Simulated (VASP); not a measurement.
Data:

```yaml
crystal:
  lattice:
    - [0.00000, 3.00699, 3.00699]
    - [3.00699, 0.00000, 3.00699]
    - [3.00699, 3.00699, 0.00000]
  atoms:
    - { symbol: Cd, position: [0.00000, 0.00000, 0.00000] }
    - { symbol: Se, position: [0.25000, 0.25000, 0.25000] }
```

Calculation: HSEsol screened hybrid, VASP's PBE PAW potentials (set 64) (plane waves; VASP). Settings: 520 eV cut-off, 6×6×6 Γ-centred mesh, Gaussian smearing of 0.050 eV, potentials Cd Se.

Predict the energy per atom (σ→0), pressure, band gap (on the k-mesh) with the smallest direct gap where there is one.

- band gap (on the k-mesh): 1.50 eV
- smallest direct gap (on the k-mesh): 1.50 eV
- energy per atom (σ→0): -353.4 kJ/mol-atom
- pressure: 1.81 GPa

Only differences to runs with the same potentials and settings are physical.

The compound is CdSe in the zinc blende structure, whereas wurtzite is the usual form. This cell is one point of a volume scan, at 0.91 of the reference volume. The cell's shape comes from a PBE relaxation.
